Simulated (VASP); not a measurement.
An input for Quantum ESPRESSO's pw.x (written as the equivalent of a VASP run, and not itself run):

```
&CONTROL
  calculation = 'vc-relax'
  pseudo_dir = './pseudo'
  outdir = './out'
  tprnfor = .true.
  tstress = .true.
  nstep = 40
  forc_conv_thr = 0.00078
/
&SYSTEM
  ibrav = 0
  nat = 1
  ntyp = 1
  ecutwfc = 40
  occupations = 'smearing'
  smearing = 'methfessel-paxton'
  degauss = 0.00735
  input_dft = 'pbesol'
/
&ELECTRONS
  conv_thr = 7.3e-08
  electron_maxstep = 100
/
&IONS
/
&CELL
  press = 50
/
ATOMIC_SPECIES
  Al 26.982 Al.upf
CELL_PARAMETERS angstrom
     0.0000000    1.9725170    1.9725170
     1.9725170   -0.0000000    1.9725170
     1.9725170    1.9725170   -0.0000000
ATOMIC_POSITIONS crystal
  Al   0.0000000  0.0000000  0.0000000
K_POINTS automatic
  16 16 16 0 0 0
```

Q: Write the VASP files for the same calculation (PBEsol).

A: Several could match; the one computed here: 
**KPOINTS**
```
Automatic mesh
0
gamma
 16 16 16
```

POSCAR:
```
Al
1
    0.0000000000     1.9725169869     1.9725169869
    1.9725169869    -0.0000000000     1.9725169869
    1.9725169869     1.9725169869    -0.0000000000
Al
1
Direct
  0.0000000000   0.0000000000   0.0000000000
```

**INCAR**
```
SYSTEM  =  Al
PREC  =  Accurate; ENCUT  =  500; LREAL  =  F
LASPH  =  T
EDIFF  =  1E-6; NELM  =  100; ALGO  =  Normal
ISMEAR  =  1; SIGMA  =  0.1
GGA  =  PS
IBRION  =  2; NSW  =  40; ISIF  =  3
EDIFFG  =  -0.02; PSTRESS  =  50
LWAVE  =  F; LCHARG  =  F
```

POTCAR, in this order: Al (PBE.64 set). Program: vasp_std.

Limits of the translation: the potentials are each code's own (VASP's PAW set, PseudoDojo norm-conserving files in pw.x), so ENCUT and ecutwfc are chosen apart and not converted; conv_thr bounds pw.x's estimated SCF error, while EDIFF bounds the energy change between steps; forc_conv_thr acts on force components and is met together with etot_conv_thr.

The compound is Al in the fcc structure. It was relaxed first under an external pressure of 5 GPa.
